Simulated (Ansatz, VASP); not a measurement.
**Two plane-wave programs on KAl4**

The input INCAR:

```
SYSTEM = KAl4
  PREC = Accurate
  ENCUT = 600
  EDIFF = 1E-7
  ISMEAR = 0
  SIGMA = 0.1
  LREAL = .FALSE.
  LASPH = .TRUE.
  NELM = 100
  ALGO = Normal
  ISIF = 3
  LWAVE = .FALSE.
  LCHARG = .FALSE.
  GGA = PE
  IBRION = 2
  NSW = 100
  EDIFFG = -0.01
```

Contents of KPOINTS:

```
Automatic mesh
0
G
  9 9 8
  0 0 0
```

File POSCAR:

```
KAl4
1.0
    5.2691943963      0.0000000000      0.0000000000
   -2.6345971982      4.5632562047      0.0000000000
    0.0000000000      0.0000000000      5.3912290223
K Al
1 4
Direct
    0.0000000000      0.0000000000      0.0000000000
    0.3333333333      0.6666666667      0.0000000000
    0.6666666667      0.3333333333      0.0000000000
    0.3333333333      0.6666666667      0.5000000000
    0.6666666667      0.3333333333      0.5000000000
```

Input for Ansatz:

```yaml
crystal:
  lattice:
    - [5.2691943963, 0.0, 0.0]
    - [-2.6345971982, 4.5632562047, 0.0]
    - [0.0, 0.0, 5.3912290223]
  atoms:
    - { symbol: K, position: [0.0, 0.0, 0.0] }
    - { symbol: Al, position: [0.3333333333, 0.6666666667, 0.0] }
    - { symbol: Al, position: [0.6666666667, 0.3333333333, 0.0] }
    - { symbol: Al, position: [0.3333333333, 0.6666666667, 0.5] }
    - { symbol: Al, position: [0.6666666667, 0.3333333333, 0.5] }
basis:
  ecutwfc: 420
kpoints:
  mp_grid: { grid: [9, 9, 8] }
hamiltonian:
  xc: pbe
scf:
  occupations: { method: gaussian, width: 0.1 }
output:
  forces: true
  stress: true
  eigenvalues: true
  write_density: true
  write_potential: true
  elf: true
  volumetric_format: npy
relax:
  adjacent_minimum: "off"
  f_tol: 0.01
  max_steps: 80
  cell: { stress_tol: 0.05 }
```

Alike in both runs: task relaxation of cell and atoms; functional PBE; k mesh 9 × 9 × 8; occupations gaussian, width 0.1 eV; no spin polarisation.

|  | VASP | Ansatz |
| --- | --- | --- |
| version | VASP 6.6.1 | Ansatz 0.2.0 |
| potentials or method | VASP PAW PBE potentials, release 64 (K_sv, Al) | scalar-relativistic, plane waves, PAW |
| plane-wave cutoff (eV) | 600 | 420 |
| valence electrons in the cell | 21 | 21 |

|  | VASP | Ansatz | Ansatz less VASP |
| --- | --- | --- | --- |
| gap on the k mesh at the Fermi level, each at its own relaxed structure (eV) | none | none | - |
| relaxed volume (Å³/atom) | 26.75 | 26.70 | -0.044 |
| relaxed cell length with the largest relative difference (Å) | 5.437 | 5.433 | -0.0042 |
| energy change over the relaxation (meV/atom) | -14 | -13 | +0.6 |

A gap of «none» marks a metal or a gap that the smearing closes.
